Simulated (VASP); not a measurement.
# Pt (Platinum): input slips in a relaxation and what they do

Aim: see how common mistakes in a VASP relaxation show up, on Pt (Platinum). The starting structure is a measured crystal structure from the Crystallography Open Database. The first relaxation on each setting starts from this cell expanded by 3 % in volume.

Method: Kohn-Sham DFT with plane waves and PAW; PBEsol, in VASP 6.6.1.

## 1. The starting structure

The structure is cubic, space group Fm-3m (No. 225). The conventional cell has a = 3.923 Å, b = 3.923 Å, c = 3.923 Å, α = 90.00°, β = 90.00°, γ = 90.00°. Pt has 12 Pt at 2.77 Å nearest.

Structure file:

```xyz
1
Lattice="0.0000 1.9615 1.9615 1.9615 0.0000 1.9615 1.9615 1.9615 0.0000" Properties=species:S:1:pos:R:3 pbc="T T T"
Pt    0.0000    0.0000    0.0000
```

## 2. Reference relaxation

This run starts from the cell of an earlier relaxation, which isn't shown; the restart sets up the plane waves anew.

Contents of INCAR:

```
SYSTEM = Pt
PREC = Accurate
ENCUT = 450
EDIFF = 1E-06
NELM = 100
ISMEAR = 1
SIGMA = 0.15
LREAL = .FALSE.
ALGO = Normal
GGA = PS
NBANDS = 11
LASPH = .TRUE.
LORBIT = 11
LWAVE = .FALSE.
LCHARG = .FALSE.
KPAR = 8
IBRION = 2
NSW = 50
ISIF = 3
EDIFFG = -0.006
```

Contents of POSCAR:

```
Pt
1.0
    0.0000000000      1.9582164876      1.9582164876
    1.9582164876      0.0000000000      1.9582164876
    1.9582164876      1.9582164876      0.0000000000
Pt
1
Direct
    0.0000000000      0.0000000000      0.0000000000
```

Contents of KPOINTS:

```
Automatic mesh
0
Gamma
20 20 20
0 0 0
```

PAW data sets: Pt (PBE family, release 64).

The run is started by

```bash
mpirun -np 8 vasp_std
```

Log:

```text
[banner, memory and clock lines left out]
running    8 mpi-ranks, on    1 nodes
 distrk:  each k-point on    1 cores,    8 groups
 distr:  one band on    1 cores,    1 groups

 POSCAR found type information on POSCAR Pt
 POSCAR found :  1 types and       1 ions
|                                                                             |
|           W    W    AA    RRRRR   N    N  II  N    N   GGGG   !!!           |
|           W    W   A  A   R    R  NN   N  II  NN   N  G    G  !!!           |
|           W    W  A    A  R    R  N N  N  II  N N  N  G       !!!           |
|           W WW W  AAAAAA  RRRRR   N  N N  II  N  N N  G  GGG   !            |
|           WW  WW  A    A  R   R   N   NN  II  N   NN  G    G                |
|           W    W  A    A  R    R  N    N  II  N    N   GGGG   !!!           |
|                                                                             |
|     For optimal performance we recommend to set                             |
|       NCORE = 2 up to number-of-cores-per-socket                            |
|     NCORE specifies how many cores store one orbital (NPAR=cpu/NCORE).      |
|     This setting can greatly improve the performance of VASP for DFT.       |
|     The default, NCORE=1 might be grossly inefficient on modern             |
|     multi-core architectures or massively parallel machines. Do your        |
|     Unfortunately you need to use the default for GW and RPA                |
|     calculations (for HF NCORE is supported but not extensively tested      |
|     yet).                                                                   |
|                                                                             |

|                                                                             |
|               ----> ADVICE to this user running VASP <----                  |
|                                                                             |
|     You enforced a specific xc type in the INCAR file but a different       |
|     [... a line on the potential file left out ...]
|     I HOPE YOU KNOW WHAT YOU ARE DOING!                                     |
|                                                                             |

 LDA part: xc-table for (Slater+PW92), standard interpolation
 POSCAR, INCAR and KPOINTS ok, starting setup
 FFT: planning ... GRIDC
 FFT: planning ... GRID_SOFT
 FFT: planning ... GRID
 WAVECAR not read
 entering main loop
       N       E                     dE             d eps       ncg     rms          rms(c)
DAV:   1     0.333219023231E+02    0.33322E+02   -0.49302E+03  5960   0.747E+02
DAV:   2    -0.691063801077E+01   -0.40233E+02   -0.38358E+02  6464   0.163E+02
DAV:   3    -0.741485322163E+01   -0.50422E+00   -0.50075E+00  6570   0.173E+01
DAV:   4    -0.741681333268E+01   -0.19601E-02   -0.19599E-02  6483   0.126E+00
DAV:   5    -0.741682883584E+01   -0.15503E-04   -0.15502E-04  6594   0.104E-01    0.135E+01
DAV:   6    -0.701345367494E+01    0.40338E+00   -0.92752E-01  6064   0.761E+00    0.687E+00
DAV:   7    -0.696892991671E+01    0.44524E-01   -0.15780E-01  6517   0.302E+00    0.259E+00
DAV:   8    -0.696486110337E+01    0.40688E-02   -0.61216E-03  6133   0.713E-01    0.633E-01
DAV:   9    -0.696461563631E+01    0.24547E-03   -0.15948E-04  6301   0.117E-01    0.318E-02
DAV:  10    -0.696461999743E+01   -0.43611E-05   -0.33986E-06  6941   0.128E-02    0.510E-03
DAV:  11    -0.696462018963E+01   -0.19221E-06   -0.49420E-08  3455   0.206E-03
   1 F= -.69646202E+01 E0= -.69646741E+01  d E =-.696462E+01
 curvature:   0.00 expect dE= 0.000E+00 dE for cont linesearch  0.000E+00
 trial: gam= 0.00000 g(F)=  0.000E+00 g(S)=  0.846E-06 ort = 0.000E+00 (trialstep = 0.100E+01)
 search vector abs. value=  0.846E-06
 reached required accuracy - stopping structural energy minimisation
```

Elapsed: 7.2 s, on 8 MPI ranks of Intel Xeon Platinum 8259CL at 2.50GHz (Skylake/Cascade Lake), shared host; peak memory 1.1 GiB; 48 s of CPU time.

The logs omit lines about the potential files and the build; timing stands in the text.

OUTCAR, selected parts (step 2):

```text
ion  position               nearest neighbor table
   1  0.000  0.000  0.000-

  LATTYP: Found a face centered cubic cell.
 ALAT       =     3.9164329752

 Subroutine GETGRP returns: Found 48 space group operations
 (whereof 48 operations were pure point group operations)

The static configuration has the point symmetry O_h .

 Found    256 irreducible k-points:

   k-points           NKPTS =    256   k-points in BZ     NKDIM =    256   number of bands    NBANDS=     11

   dimension x,y,z NGX =    20 NGY =   20 NGZ =   20
   dimension x,y,z NGXF=    40 NGYF=   40 NGZF=   40

   ENCUT  =  450.0 eV  33.07 Ry    5.75 a.u.   4.79  4.79  4.79*2*pi/ulx,y,z

   NELECT =      10.0000    total number of electrons

 k-points in reciprocal lattice and weights: Automatic mesh
   0.00000000  0.00000000  0.00000000       0.000
   0.05000000  0.00000000  0.00000000       0.001
   0.10000000  0.00000000  0.00000000       0.001
   0.15000000  0.00000000  0.00000000       0.001
   0.20000000  0.00000000  0.00000000       0.001
   0.25000000  0.00000000  0.00000000       0.001
   0.30000000  0.00000000  0.00000000       0.001
   0.35000000  0.00000000  0.00000000       0.001
   0.40000000  0.00000000  0.00000000       0.001
[...]
-0.30000000  0.50000000  0.20000000       0.002
  -0.25000000  0.50000000  0.25000000       0.001

 average (electrostatic) potential at core
       1 -62.7542

 E-fermi :  11.1827

 k-point     1 :       0.0000    0.0000    0.0000
  band No.  band energies     occupation
    ...
      2       7.3475      2.00000
      3       7.3476      2.00000
      4       7.3476      2.00000
      5       9.5423      2.00000
      6       9.5423      2.00000
      7      25.7888      0.00000
      8      30.7708      0.00000
      9      30.7708      0.00000
     10      30.7708      0.00000
     11      36.0843      0.00000

 k-point     2 :       0.0500    0.0000    0.0000
  band No.  band energies     occupation
    ...
      2       7.3010      2.00000
      3       7.3885      2.00000
      4       7.3885      2.00000
      5       9.5186      2.00000
      6       9.5186      2.00000
      7      25.9488      0.00000
      8      30.2115      0.00000
      9      30.9275      0.00000
     10      30.9275      0.00000
     11      36.7069      0.00000

 k-point     3 :       0.1000    0.0000    0.0000
  band No.  band energies     occupation
    ...
      2       7.1775      2.00000
      3       7.4991      2.00000
      4       7.4991      2.00000
      5       9.4637      2.00000
      6       9.4637      2.00000
      7      26.3941      0.00000
      8      28.9929      0.00000
      9      31.3858      0.00000
     10      31.3858      0.00000
     11      37.6987      0.00000

  Total       -0.0024180     -0.0024180     -0.0024180      0.0000000     -0.0000000     -0.0000000
  in kB       -0.2579611     -0.2579611     -0.2579611      0.0000000     -0.0000000     -0.0000000
  external PRESSURE =      -0.2579611 kB  Pullay stress =       0.0000000 kB

  energy-cutoff  :      450.00
  volume of cell :       15.02
      direct lattice vectors                 reciprocal lattice vectors
     0.000000000  1.958216488  1.958216488    -0.255334384  0.255334384  0.255334384
     1.958216488  0.000000000  1.958216488     0.255334384 -0.255334384  0.255334384
     1.958216488  1.958216488  0.000000000     0.255334384  0.255334384 -0.255334384

 POSITION                                       TOTAL-FORCE (eV/Angst)
 -----------------------------------------------------------------------------------
      0.00000      0.00000      0.00000         0.000000      0.000000      0.000000
 -----------------------------------------------------------------------------------
    total drift:                                0.000000      0.000000     -0.000000

  FREE ENERGIE OF THE ION-ELECTRON SYSTEM (eV)
  ---------------------------------------------------
  free  energy   TOTEN  =        -6.9646201896 eV

  energy  without entropy=       -6.9647819504  energy(sigma->0) =       -6.96467411

 reached required accuracy - stopping structural energy minimisation

 total charge
# of ion       s       p       d       tot
------------------------------------------
    1        0.635   0.620   8.039   9.293

[... 3 further parts left out ...]
```

CONTCAR:

```
Pt
   1.00000000000000
     0.0000000000000000    1.9582164876000001    1.9582164876000001
     1.9582164876000001    0.0000000000000000    1.9582164876000001
     1.9582164876000001    1.9582164876000001    0.0000000000000000
  Pt
     1
Direct
     0.0000000000000000    0.0000000000000000    0.0000000000000000
```

The PAW data sets were made with PBE, which is usual practice but a small mismatch for other functionals. The run keeps the 48 symmetry operations of its start, so it cannot find a distortion of lower symmetry.

The reference relaxation ends at 15.018 Å³ an atom. Pressures at 0.985 and 1.015 times this volume, from two more relaxations that aren't shown, give a bulk modulus of 289.6 GPa.

## 3. Relaxation with a leftover external pressure of 100 kbar

A slip made on purpose: a leftover external pressure of 100 kbar. Against step 2 the input has PSTRESS = 100 (also changed: NELM).

INCAR: that of step 2 with these lines changed.

```diff
@@ -4,3 +4,3 @@
 EDIFF = 1E-06
-NELM = 100
+NELM = 60
 ISMEAR = 1
@@ -20 +20,2 @@
 EDIFFG = -0.006
+PSTRESS = 100
```

Contents of POSCAR:

```
Pt
1.0
    0.0000000000      1.9809725503      1.9809725503
    1.9809725503      0.0000000000      1.9809725503
    1.9809725503      1.9809725503      0.0000000000
Pt
1
Direct
    0.0000000000      0.0000000000      0.0000000000
```

KPOINTS is that of step 2.

The run is started by

```bash
mpirun -np 8 vasp_std
```

Log:

```text
[banner, memory and clock lines left out]
running    8 mpi-ranks, on    1 nodes
[...]
[... a notice as in an earlier step ...]

 [... a notice as in an earlier step ...]

 LDA part: xc-table for (Slater+PW92), standard interpolation
 POSCAR, INCAR and KPOINTS ok, starting setup
[...]
entering main loop
       N       E                     dE             d eps       ncg     rms          rms(c)
DAV:   1     0.333044138871E+02    0.33304E+02   -0.47906E+03  5864   0.738E+02
DAV:   2    -0.688141022959E+01   -0.40186E+02   -0.38369E+02  6443   0.162E+02
DAV:   3    -0.740594854871E+01   -0.52454E+00   -0.52230E+00  6534   0.175E+01
DAV:   4    -0.740803619484E+01   -0.20876E-02   -0.20875E-02  6483   0.130E+00
[...]
DAV:   9    -0.694891261216E+01    0.24182E-03   -0.15492E-04  6289   0.114E-01    0.350E-02
DAV:  10    -0.694891654502E+01   -0.39329E-05   -0.33240E-06  6893   0.127E-02    0.579E-03
DAV:  11    -0.694891675027E+01   -0.20525E-06   -0.51776E-08  3398   0.211E-03
   1 F= -.59785078E+01 E0= -.59784910E+01  d E =-.597851E+01
[... from here on, the cycles between the ionic steps are left out ...]
   2 F= -.51406698E+01 E0= -.51407797E+01  d E =0.837838E+00
   3 F= -.60422209E+01 E0= -.60423230E+01  d E =-.637131E-01
   4 F= -.60426745E+01 E0= -.60427831E+01  d E =-.641667E-01
   5 F= -.60427230E+01 E0= -.60428345E+01  d E =-.642152E-01
[...]
reached required accuracy - stopping structural energy minimisation
```

It took 18 s on 8 MPI ranks; peak memory 1.3 GiB.

From OUTCAR (step 3):

```text
  Total        0.9083355      0.9083355      0.9083355      0.0000000      0.0000000     -0.0000000
  in kB      100.0547509    100.0547509    100.0547509      0.0000000      0.0000000     -0.0000000
  external PRESSURE =       0.0547509 kB  Pullay stress =     100.0000000 kB

 POSITION                                       TOTAL-FORCE (eV/Angst)
 -----------------------------------------------------------------------------------
      0.00000      0.00000      0.00000         0.000000      0.000000      0.000000
 -----------------------------------------------------------------------------------
    total drift:                               -0.000000     -0.000000      0.000000

  FREE ENERGIE OF THE ION-ELECTRON SYSTEM (eV)
  ---------------------------------------------------
  free  energy   TOTEN  =        -6.9505615009 eV

  energy  without entropy=       -6.9508960045  energy(sigma->0) =       -6.95067300

[... 2 parts as in an earlier step ...]

[... 2 further parts left out ...]
[key lines of the parts left out:]
E-fermi :  11.8169
```

With a leftover external pressure of 100 kbar the cell ends at 14.545 Å³ an atom, -3.15 % from the reference.

## 4. Relaxation with a functional's name that the tag doesn't take

A slip made on purpose: a functional's name that the tag doesn't take. Against step 2 the input has GGA = PBESOL (also changed: NELM).

INCAR: that of step 3 with these lines changed.

```diff
@@ -9,3 +9,3 @@
 ALGO = Normal
-GGA = PS
+GGA = PBESOL
 NBANDS = 11
@@ -20,2 +20 @@
 EDIFFG = -0.006
-PSTRESS = 100
```

POSCAR is that of step 3.

KPOINTS is that of step 3.

The run is started by

```bash
mpirun -np 8 vasp_std
```

Log:

```text
[banner, memory and clock lines left out]
running    8 mpi-ranks, on    1 nodes
[...]
|                                                                             |
|           W    W    AA    RRRRR   N    N  II  N    N   GGGG   !!!           |
|           W    W   A  A   R    R  NN   N  II  NN   N  G    G  !!!           |
|           W    W  A    A  R    R  N N  N  II  N N  N  G       !!!           |
|           W WW W  AAAAAA  RRRRR   N  N N  II  N  N N  G  GGG   !            |
|           WW  WW  A    A  R   R   N   NN  II  N   NN  G    G                |
|           W    W  A    A  R    R  N    N  II  N    N   GGGG   !!!           |
|                                                                             |
|     For optimal performance we recommend to set                             |
|       NCORE = 2 up to number-of-cores-per-socket                            |
|     NCORE specifies how many cores store one orbital (NPAR=cpu/NCORE).      |
|     This setting can greatly improve the performance of VASP for DFT.       |
[...]
|     calculations (for HF NCORE is supported but not extensively tested      |
|     yet).                                                                   |
|                                                                             |

|                                                                             |
|     EEEEEEE  RRRRRR   RRRRRR   OOOOOOO  RRRRRR      ###     ###     ###     |
|     E        R     R  R     R  O     O  R     R     ###     ###     ###     |
|     E        R     R  R     R  O     O  R     R     ###     ###     ###     |
|     EEEEE    RRRRRR   RRRRRR   O     O  RRRRRR       #       #       #      |
|     E        R   R    R   R    O     O  R   R                               |
|     E        R    R   R    R   O     O  R    R      ###     ###     ###     |
|     EEEEEEE  R     R  R     R  OOOOOOO  R     R     ###     ###     ###     |
|                                                                             |
|     Error: One of the selected functionals does not exist.                  |
|                                                                             |
|       ---->  I REFUSE TO CONTINUE WITH THIS SICK JOB ... BYE!!! <----       |
|                                                                             |

1
1
1
1
1
1
1
1
```

Elapsed: 5.6 s, on 8 MPI ranks.

VASP stopped with this message: “Error: One of the selected functionals does not exist”.

## 5. Relaxation with low precision and a small cutoff

A slip made on purpose: low precision and a small cutoff. Against step 2 the input has PREC = Low and ENCUT = 180 (also changed: NELM).

INCAR: that of step 4 with these lines changed.

```diff
@@ -1,4 +1,4 @@
 SYSTEM = Pt
-PREC = Accurate
-ENCUT = 450
+PREC = Low
+ENCUT = 180
 EDIFF = 1E-06
@@ -9,3 +9,3 @@
 ALGO = Normal
-GGA = PBESOL
+GGA = PS
 NBANDS = 11
```

POSCAR is that of step 4.

KPOINTS is that of step 4.

The run is started by

```bash
mpirun -np 8 vasp_std
```

Log:

```text
[... set-up lines as in an earlier step ...]
 entering main loop
       N       E                     dE             d eps       ncg     rms          rms(c)
DAV:   1     0.544276669416E+01    0.54428E+01   -0.28486E+03  7328   0.325E+02
DAV:   2    -0.742489389125E+01   -0.12868E+02   -0.12440E+02  6535   0.819E+01
DAV:   3    -0.749714514165E+01   -0.72251E-01   -0.72154E-01  6547   0.527E+00
DAV:   4    -0.749729170806E+01   -0.14657E-03   -0.14656E-03  6412   0.275E-01
DAV:   5    -0.749729235405E+01   -0.64599E-06   -0.64532E-06  6562   0.167E-02BRMIX: very serious problems
 the old and the new charge density differ
 old charge density:    10.00000 new   10.00012
BRMIX: very serious problems
 the old and the new charge density differ
 old charge density:    10.00000 new   10.00012
BRMIX: very serious problems
 the old and the new charge density differ
 old charge density:    10.00000 new   10.00012
BRMIX: very serious problems
 the old and the new charge density differ
 old charge density:    10.00000 new   10.00012
BRMIX: very serious problems
 the old and the new charge density differ
[...]
DAV:   7    -0.683556963022E+01    0.57118E-01   -0.22438E-01  6466   0.327E+00    0.166E+00
DAV:   8    -0.683331782531E+01    0.22518E-02   -0.46019E-03  6046   0.547E-01    0.916E-01
DAV:   9    -0.683232361954E+01    0.99421E-03   -0.27951E-04  6067   0.141E-01    0.249E-02
DAV:  10    -0.683232208620E+01    0.15333E-05   -0.11098E-06  6245   0.840E-03    0.106E-02
DAV:  11    -0.683232113951E+01    0.94669E-06   -0.79385E-08  3488   0.205E-03
   1 F= -.68323211E+01 E0= -.68322234E+01  d E =-.683232E+01
[...]
DAV:   1     0.535655741767E+01    0.12189E+02   -0.15711E+03  5951   0.420E+02BRMIX: very serious problems
[...]
BRMIX: very serious problems
[...]
BRMIX: very serious problems
[... from here on, the cycles between the ionic steps are left out ...]
   2 F= 0.79905758E+02 E0= 0.79906096E+02  d E =0.867381E+02
[...]
DAV:   1    -0.649014738023E+02   -0.14481E+03   -0.16926E+03  6095   0.274E+02BRMIX: very serious problems
   3 F= -.71265334E+01 E0= -.71265631E+01  d E =-.294212E+00
   4 F= -.72598562E+01 E0= -.72599608E+01  d E =-.427535E+00
   5 F= -.73379924E+01 E0= -.73381653E+01  d E =-.505671E+00
[...]
reached required accuracy - stopping structural energy minimisation
```

Run time: 7.8 s. Hardware: 8 MPI ranks; peak memory 0.81 GiB.

[end of part 1 of 2]

[Lines on the potential files, build, host, timing and source positions are cut from VASP's logs without a mark.]

[Logs are printed without paths, hosts, clocks, repeated set-up lines and the standing remarks that a program may print on its own settings, such as how far it seeks lower states.]

[Hosts, paths, dates, database ids (printed as entryN), source tags and the programs' standing remarks are cut or masked in the printed files.]
